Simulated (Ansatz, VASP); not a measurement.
# Bi4TeSe5: VASP beside Ansatz

Wanted: the spread between two codes on one cell, functional and k mesh. The cell is taken from a series of runs on this material, whose earlier steps may have relaxed, scaled, displaced or heated it; both programs get it as it stands.

Method: plane waves, with VASP 6.6.1 beside it; single point at r2SCAN, in Ansatz 0.2.0.

The structure was built from a prototype and need not be the compound's stable phase.

### 1. Starting point

The cell holds 10 atoms: 4 Bi, 1 Te and 5 Se. Its edges and angles: a = 7.274 Å, b = 10.553 Å, c = 8.403 Å, α = 78.4°, β = 30.0°, γ = 83.3°. It derives from Bi2Se3. As first built, before any earlier steps moved the atoms (in the runner's words): 1 of 6 Se sites of a 2-fold cell of Bi2Se3 (space group R-3m) given to Te at random.

### 2. Ansatz: single point, r2SCAN

Ansatz runs on its default PAW (the set named soft_2) files.

A single point gives forces, pressure and levels at one fixed geometry, so differences don't come from the geometry; what else differs is listed under the comparison.

Contents of input.yaml:

```yaml
crystal:
  lattice:
    - [0.0005027602, 7.2738764109, 0.0058009236]
    - [2.1042783091, 1.2201742314, 10.2687076442]
    - [4.2060011643, 7.2741666796, 0.0064282411]
  atoms:
    - { symbol: Bi, position: [0.6031167648, 0.808662853, 0.0963680633] }
    - { symbol: Bi, position: [0.3983603015, 0.1855435925, 0.4075521886] }
    - { symbol: Bi, position: [0.6040091776, 0.8105448724, 0.5951812533] }
    - { symbol: Bi, position: [0.3903540865, 0.1834194621, 0.9086661321] }
    - { symbol: Te, position: [0.7866158555, 0.3600079651, 0.8200695492] }
    - { symbol: Se, position: [0.220441252, 0.6603364235, 0.6705811981] }
    - { symbol: Se, position: [-0.0025009283, -0.0053065666, 1.0031501461] }
    - { symbol: Se, position: [0.7771471401, 0.3336999467, 0.3331444553] }
    - { symbol: Se, position: [0.2194323125, 0.6609586497, 0.1702363238] }
    - { symbol: Se, position: [-0.0014845221, -0.0025297983, 0.5016177302] }
kpoints:
  mp_grid: { grid: [6, 2, 5] }
scf:
  occupations: { method: fixed }
hamiltonian:
  xc: r2scan
  pseudopotentials: { kind: paw }
output:
  optics:
    e_range: [0, 12]
    de: 0.05
    sigma: 0.1
    scissors: 1.0
    nscf_kmesh: { grid: [8, 4, 6] }
    kdotp_interpolation: "on"
    bands: { spectra_wanted_up_to: 12 }
```

Started as:

```sh
ansatz run input.yaml --threads 8 --pin off --max-ram 20480MiB --backend cpu --events-out ev --progress --plain --runs-dir out
```

Numbers of over 12 decimals in the logs are rounded to 6 here.

The log of the run:

```text
Engine: ansatz 0.2.0, aarch64-unknown-linux-gnu
Pseudopotentials: kind: paw
Pseudopotential: Bi, paw, valence charge 15, recommended cutoff 500 eV (meta_gga), Bi.paw.azcp
Pseudopotential: Te, paw, valence charge 16, recommended cutoff 500 eV (meta_gga), Te.paw.azcp
Pseudopotential: Se, paw, valence charge 16, recommended cutoff 500 eV (meta_gga), Se.paw.azcp
Functional definition: r2SCAN
  parameter k0 = 0.174
  parameter k1 = 0.065
  parameter a1 = 4.9479
  exchange = r2scan_x(k0 = k0, k1 = k1, a1 = a1)
  correlation = r2scan_c
Crystal: 10 atoms, lattice volume = 314.083 Å³
Basis set: ecut = 500 eV, 7999 PW (Γ), exchange–correlation on 216×320×256 points (64 copies of the dense FFT grid, shifted against one another)
Bands: 94, of which v1, the nominal top of the filled ones, is band 78 counted from 1 (77 counted from 0)
Symmetry: 1 space group operations
Space group: P1 (ITA 1), of the structure as read, at distance tolerance 6.8e-5 Å
k-points: 32 of 60 (time reversal used)
Non-local potential: Bi, projectors of the file, l = 0: 2, l = 1: 2, l = 2: 2, l = 3: 2
Non-local potential: Te, projectors of the file, l = 0: 2, l = 1: 2, l = 2: 2, l = 3: 2
Non-local potential: Se, projectors of the file, l = 0: 2, l = 1: 2, l = 2: 3, l = 3: 1
PAW form: soft (Blöchl's): semilocal exchange-correlation on the pseudo side does not see the compensation charge
PAW frozen core: Bi, regenerated for the run's functional (the file was generated under x = pbe(κ = 0.804, μ = 0.219515), c = pbe(β = 0.066725))
PAW frozen core: Te, regenerated for the run's functional (the file was generated under x = pbe(κ = 0.804, μ = 0.219515), c = pbe(β = 0.066725))
PAW frozen core: Se, regenerated for the run's functional (the file was generated under x = pbe(κ = 0.804, μ = 0.219515), c = pbe(β = 0.066725))
PAW one-centre angular grid: Bi, 590 points (default); XC on 160 Gauss nodes
PAW one-centre angular grid: Te, 590 points (default); XC on 160 Gauss nodes
PAW one-centre angular grid: Se, 590 points (default); XC on 160 Gauss nodes
Initial density: superposition of atomic densities (neutral atoms: chi_scale 0, normalization atom), corrected by the library's trained network
Initial wavefunctions: pseudopotential atomic-orbital guess
Functional: x = r2scan, c = r2scan; τ floored in thin density (d = 2e-4 eV/Å³)
SCF iter   1: F=—  HF=-84033.731175 eV  |F-HF|=—  |Δ(HF+E_count)|=         —  Δρ=4.38e-3  dr2=1.34e-1  dr2_τ=2.29e-2  ethr=1.77e-3  ⟨swp⟩=5.0  Hψ=10002  notcnv=0  defer=414
preconditioner: auto → Resta (q_TF=auto, 2.428 Å⁻¹)  ε∞=3.6  [insulator: Δε(μ)=0.799 eV  Ē_g=9.645 eV  n_scr=80 (ndim 8)  ℏωp=15.7 eV  f_vac=0.079  ε∞_Penn≈3.6]
SCF iter   2: F=—  HF=-84033.741106 eV  |F-HF|=—  |Δ(HF+E_count)|=   9.93e-3  Δρ=2.13e-3  dr2=1.76e-2  dr2_τ=1.13e-3  ethr=8.61e-5  ⟨swp⟩=2.2  Hψ=4755  notcnv=0  defer=448
SCF iter   3: F=—  HF=-84033.741800 eV  |F-HF|=—  |Δ(HF+E_count)|=   6.94e-4  Δρ=1.08e-3  dr2=5.92e-3  dr2_τ=1.29e-4  ethr=1.13e-5  ⟨swp⟩=3.3  Hψ=5002  notcnv=0  defer=448
SCF iter   4: F=—  HF=-84033.742205 eV  |F-HF|=—  |Δ(HF+E_count)|=   4.05e-4  Δρ=3.51e-4  dr2=7.01e-4  dr2_τ=1.68e-5  ethr=3.80e-6  ⟨swp⟩=2.0  Hψ=3302  notcnv=0  defer=448
SCF iter   5: F=—  HF=-84033.742274 eV  |F-HF|=—  |Δ(HF+E_count)|=   6.85e-5  Δρ=1.36e-4  dr2=5.12e-5  dr2_τ=1.45e-6  ethr=4.49e-7  ⟨swp⟩=2.0  Hψ=4716  notcnv=0  defer=447
SCF iter   6: F=—  HF=-84033.742298 eV  |F-HF|=—  |Δ(HF+E_count)|=   2.38e-5  Δρ=2.87e-5  dr2=3.60e-6  dr2_τ=8.58e-8  ethr=3.28e-8  ⟨swp⟩=2.0  Hψ=5036  notcnv=0  defer=315
SCF iter   7: F=—  HF=-84033.742312 eV  |F-HF|=—  |Δ(HF+E_count)|=   1.49e-5  Δρ=9.07e-6  dr2=3.68e-7  dr2_τ=1.53e-8  ethr=2.31e-9  ⟨swp⟩=2.0  Hψ=5036  notcnv=0  defer=309
SCF iter   8: F=—  HF=-84033.742313 eV  |F-HF|=—  |Δ(HF+E_count)|=   8.49e-8  Δρ=3.65e-6  dr2=6.96e-8  dr2_τ=2.96e-9  ethr=2.36e-10  ⟨swp⟩=2.0  Hψ=5196  notcnv=0  defer=309
SCF iter   9: F=—  HF=-84033.742313 eV  |F-HF|=—  |Δ(HF+E_count)|=   6.02e-9  Δρ=1.24e-6  dr2=7.51e-9  dr2_τ=2.02e-10  ethr=4.46e-11  ⟨swp⟩=2.0  Hψ=5196  notcnv=0  defer=309
SCF iter  10: F=—  HF=-84033.742313 eV  |F-HF|=—  |Δ(HF+E_count)|=   4.51e-9  Δρ=4.54e-7  dr2=1.79e-9  dr2_τ=3.06e-11  ethr=4.81e-12  ⟨swp⟩=2.0  Hψ=4972  notcnv=0  defer=309
SCF iter  11: F=—  HF=-84033.742313 eV  |F-HF|=—  |Δ(HF+E_count)|=  5.53e-10  Δρ=2.09e-7  dr2=4.97e-10  dr2_τ=9.75e-12  ethr=1.15e-12  ⟨swp⟩=2.0  Hψ=5196  notcnv=0  defer=309
SCF iter  12: F=—  HF=-84033.742313 eV  |F-HF|=—  |Δ(HF+E_count)|=  5.82e-11  Δρ=6.36e-8  dr2=2.24e-11  dr2_τ=5.19e-13  ethr=1.00e-12  ⟨swp⟩=2.0  Hψ=5196  notcnv=0  defer=309
SCF iter  13: F=-84033.742313 eV  HF=-84033.742313 eV  |F-HF|=1.46e-11  |Δ(HF+E_count)|=    0.00e0  Δρ=2.62e-8  dr2=6.80e-12  dr2_τ=1.17e-13  ethr=1.00e-12  ⟨swp⟩=11.8  Hψ=13185  notcnv=0
SCF 1 converged in 13 iterations: F = -84033.742313 eV  dr2 = 6.80e-12
  greatest PAW one-centre occupation: 1.000 electrons in one spin orbital (limit 2), on the Se atom at site 7 (counted from 0), in its partial waves of l = 2
NSCF: frozen V_eff on 100 k-points
output.optics: what the bands over the 153 summed would add to eps1, eps2 and the energy-loss function is held between a lower and an upper bound (7 Lanczos steps). eps1, eps2 and their loss function (loss_summed_bands) are given on every row as the summed bands alone make them. Along an axis, on a row where the two bounds hold the loss function to about 1 % of the greater of itself and 0.5 % of |1/eps|, its cell (loss_completed) is given, with the completed eps1 and eps2 that it is formed of (a cell that is left empty reads nan in the table and null in the record). The two bounds hold it so along every axis on all 241 rows up to 12.000 eV. [rest of the remark cut]
SCF converged after 13 iterations
Free energy (F): -84033.742313 eV
Harris-Foulkes:  -84033.742313 eV  (|F-HF|=1.46e-11)
Internal energy: -84033.742313 eV  (E = F + TS)
E sigma→0 (E₀):  -84033.742313 eV
Fermi energy:    7.653507 eV
--- Per-component energies (eV) ---
  E_band       = -2831.852912
  E_kinetic    = 1970.682564
  E_local      = -21231.082916  (includes V_loc(G=0)·N_el)
  E_nonlocal   = -1033.979695
  E_hartree    = 9596.234928
  E_xc         = -1171.450049
  E_vxc        = -1267.293501  (∫ρ·V_xc dr)
  E_paw        = -57064.068932  (= ΣΔE_a)
  E_vpaw       = -538.545317  (= ΣTr[D̂ρ^β])
  E_aug_tail   = -0.002133  (compensation charges beyond the density's cutoff)
  E_vtau       = 75.898229  (kinetic-family band-sum trace: ∫τ·v_τ [+ j·A + Jᵃ·Aᵃ] dr)
  E_ewald      = -15095.039271
  E_core_change = -5.036807  (= ΣΔE_core)
  E_smearing   = -0.000000  (= −TS)
  E_closure    = -0.000000  (closes the sum)
  Σ components = -84033.742313   (vs F -84033.742313, Δ=0.00e0)
--- Band table (eV; the first three rows and the last of 32) ---
  k-point 0: bands = [... 74 lower, 6.6886, 6.8975, 7.0362, 7.6535, 8.4199, 9.0882, 9.4779, 9.4877, ... 12 higher]
  k-point 1: bands = [... 74 lower, 6.6751, 6.8568, 7.2028, 7.3179, 9.2613, 9.6330, 9.9206, 10.1932, ... 12 higher]
  k-point 2: bands = [... 74 lower, 6.8425, 6.9748, 7.0125, 7.1124, 9.7941, 9.8341, 10.0255, 10.4625, ... 12 higher]
  k-point 31: bands = [... 74 lower, 6.6942, 6.7943, 7.2360, 7.3897, 9.4428, 9.6049, 10.0203, 10.1993, ... 12 higher]
```

In the SCF lines HF is the Harris–Foulkes energy and dr2 the Hartree energy of the density residual, in eV; the loop may stop once dr2 is under the threshold and the program's other checks hold. Hψ counts applications of the Hamiltonian.

### 3. VASP: single point, r2SCAN

The same cell, functional and mesh now go to VASP, with its own data sets.

Lines of VASP's logs that name or quote its potential files are left out, and so is its time.

Contents of INCAR:

```
SYSTEM = Bi4TeSe5
PREC = Accurate
ENCUT = 440
EDIFF = 1E-06
NELM = 120
ISMEAR = 0
SIGMA = 0.01
LREAL = .FALSE.
ALGO = Normal
METAGGA = R2SCAN
LASPH = .TRUE.
NBANDS = 59
LORBIT = 11
LWAVE = .FALSE.
LCHARG = .FALSE.
ISIF = 2
GGA_COMPAT = .FALSE.
EFERMI = MIDGAP
LMIXTAU = .TRUE.
KPAR = 2
```

Contents of POSCAR:

```
Bi4TeSe5
1.0
    0.0005027602      7.2738764109      0.0058009236
    2.1042783091      1.2201742314     10.2687076442
    4.2060011643      7.2741666796      0.0064282411
Bi Te Se
4 1 5
Direct
    0.6031167648      0.8086628530      0.0963680633
    0.3983603015      0.1855435925      0.4075521886
    0.6040091776      0.8105448724      0.5951812533
    0.3903540865      0.1834194621      0.9086661321
    0.7866158555      0.3600079651      0.8200695492
    0.2204412520      0.6603364235      0.6705811981
    0.9974990717      0.9946934334      0.0031501461
    0.7771471401      0.3336999467      0.3331444553
    0.2194323125      0.6609586497      0.1702363238
    0.9985154779      0.9974702017      0.5016177302
```

Contents of KPOINTS:

```
Automatic mesh
0
Gamma
6 2 5
0 0 0
```

The projector-augmented-wave data sets are Bi_d, Te and Se (PBE family, release 64).

Started as:

```sh
mpirun -np 2 vasp_std
```

The log of the run:

```text
[banner, memory and clock lines left out]
running    2 mpi-ranks, on    1 nodes
 distrk:  each k-point on    1 cores,    2 groups
 distr:  one band on    1 cores,    1 groups

 POSCAR found type information on POSCAR BiTeSe
 POSCAR found :  3 types and      10 ions
|                                                                             |
|               ----> ADVICE to this user running VASP <----                  |
|                                                                             |
|     You enforced a specific xc type in the INCAR file but a different       |
|     [... a line on the potential file left out ...]
|     I HOPE YOU KNOW WHAT YOU ARE DOING!                                     |
|                                                                             |

 LDA part: xc-table for (None), standard interpolation
 POSCAR, INCAR and KPOINTS ok, starting setup
 FFT: planning ... GRIDC
 FFT: planning ... GRID_SOFT
 FFT: planning ... GRID
 WAVECAR not read
 entering main loop
       N       E                     dE             d eps       ncg     rms          rms(c)
DAV:   1     0.656163041154E+03    0.65616E+03   -0.41581E+04  3776   0.149E+03
DAV:   2    -0.222129082327E+03   -0.87829E+03   -0.84571E+03  4019   0.407E+02
DAV:   3    -0.349225174855E+03   -0.12710E+03   -0.12168E+03  4671   0.176E+02
DAV:   4    -0.356411525746E+03   -0.71864E+01   -0.70886E+01  4333   0.432E+01
DAV:   5    -0.356769457888E+03   -0.35793E+00   -0.35714E+00  5242   0.925E+00    0.783E+00
DAV:   6    -0.346524894055E+03    0.10245E+02   -0.73798E+00  4844   0.225E+01    0.606E+00
DAV:   7    -0.337418335111E+03    0.91066E+01   -0.15568E+00  4089   0.610E+00    0.318E+00
DAV:   8    -0.337955394899E+03   -0.53706E+00   -0.12781E+00  4030   0.598E+00    0.671E-01
DAV:   9    -0.334310502194E+03    0.36449E+01   -0.94856E-01  3941   0.570E+00    0.713E-01
DAV:  10    -0.334706893547E+03   -0.39639E+00   -0.35297E-01  3922   0.240E+00    0.505E-01
DAV:  11    -0.334931156755E+03   -0.22426E+00   -0.67607E-02  4414   0.142E+00    0.289E-01
DAV:  12    -0.334842087060E+03    0.89070E-01   -0.20518E-01  3896   0.255E+00    0.266E-01
DAV:  13    -0.335000357971E+03   -0.15827E+00   -0.10545E-01  3893   0.182E+00    0.999E-02
DAV:  14    -0.335000230177E+03    0.12779E-03   -0.11015E-02  4103   0.527E-01    0.640E-02
DAV:  15    -0.335004564505E+03   -0.43343E-02   -0.26741E-03  4026   0.274E-01    0.330E-02
DAV:  16    -0.335004084717E+03    0.47979E-03   -0.15217E-03  4027   0.235E-01    0.221E-02
DAV:  17    -0.335004707604E+03   -0.62289E-03   -0.24365E-04  4209   0.841E-02    0.899E-03
DAV:  18    -0.335005023321E+03   -0.31572E-03   -0.17453E-04  4044   0.821E-02    0.902E-03
DAV:  19    -0.335005098376E+03   -0.75055E-04   -0.14452E-04  3954   0.689E-02    0.110E-02
DAV:  20    -0.335005129214E+03   -0.30838E-04   -0.16600E-05  4160   0.212E-02    0.449E-03
DAV:  21    -0.335005133211E+03   -0.39977E-05   -0.75351E-06  3986   0.148E-02    0.390E-03
DAV:  22    -0.335005134828E+03   -0.16166E-05   -0.16709E-06  2489   0.611E-03    0.446E-03
DAV:  23    -0.335005135191E+03   -0.36314E-06   -0.37592E-07  2167   0.304E-03
   1 F= -.33500514E+03 E0= -.33500514E+03  d E =0.000000E+00
```

[end of part 1 of 2]

[Lines on the potential files, build, host, timing and source positions are cut from VASP's logs without a mark.]

[Logs are printed without paths, hosts, clocks, repeated set-up lines and the standing remarks that a program may print on its own settings, such as how far it seeks lower states.]

[Hosts, paths, dates, database ids (printed as entryN), source tags and the programs' standing remarks are cut or masked in the printed files.]
